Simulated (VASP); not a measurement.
Input:

```cif
data_HoPb3
_chemical_formula_sum 'Ho1 Pb3'
_space_group_name_H-M_alt 'P 1'
_space_group_IT_number 1
_cell_length_a 4.79076
_cell_length_b 4.79076
_cell_length_c 4.79076
_cell_angle_alpha 90.000
_cell_angle_beta 90.000
_cell_angle_gamma 90.000
loop_
_space_group_symop_operation_xyz
  'x, y, z'
loop_
_atom_site_label
_atom_site_type_symbol
_atom_site_fract_x
_atom_site_fract_y
_atom_site_fract_z
_atom_site_occupancy
Ho1 Ho 0.00000 0.00000 0.00000 1
Pb1 Pb 0.00000 0.50000 0.50000 1
Pb2 Pb 0.50000 0.00000 0.50000 1
Pb3 Pb 0.50000 0.50000 0.00000 1
```

Level of theory: PBEsol GGA, VASP's PBE PAW potentials (set 64) (plane waves; VASP). Settings: 480 eV cut-off, 6×6×6 Γ-centred mesh, first-order Methfessel-Paxton smearing of 0.10 eV, potentials Ho_3 Pb_d.

The 4f electrons are frozen in the core of the lanthanide potential, so 4f levels, which can set the real gap, and their magnetism are missing.

Each relaxation starts from this cell; other phases were not tried.

**Question.** The cell is relaxed at 1 GPa. What happens?

**Answer.** The volume per atom goes from 27.49 to 27.02 Å³ (-1.7 %), and the cell becomes a = 4.7636 Å, b = 4.7636 Å, c = 4.7636 Å, α = 90.00°, β = 90.00°, γ = 90.00°, space group Pm-3m.

**Question.** The cell is relaxed at 15 GPa. What happens?

**Answer.** The volume per atom goes from 27.49 to 23.12 Å³ (-15.9 %), and the cell becomes a = 4.5225 Å, b = 4.5225 Å, c = 4.5225 Å, α = 90.00°, β = 90.00°, γ = 90.00°, space group Pm-3m.

Failed runs are left out, and for metals the shear rows, which the mesh's noise covers.

The structure comes from a computed database's HoPb3 entry (Pm-3m); how it stands against other phases isn't given here. The electron count is odd and the run is not spin-polarised, which forces a metal.
